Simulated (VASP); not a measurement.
Here is the system:

```
PbTe
1.0
    0.00000     3.29460     3.29460
    3.29460     0.00000     3.29460
    3.29460     3.29460     0.00000
Te Pb
1 1
Direct
  0.50000   0.50000   0.50000
  0.00000   0.00000   0.00000
```

The numbers are results of PBE GGA, VASP's PBE PAW potentials (set 64) (plane waves; VASP), not measurements. Numerical set-up: 400 eV cut-off, 5×5×5 Γ-centred mesh, Gaussian smearing of 0.050 eV, potentials Te Pb_d.

### Question
What does the run give for the energy per atom (σ→0)?

### Answer

```yaml
energy per atom (σ→0): -3.762 eV/atom
```

The absolute energy has meaning only against runs of the same code, potentials and settings.

The compound is PbTe in the rock salt structure. The cell was not relaxed at this level.
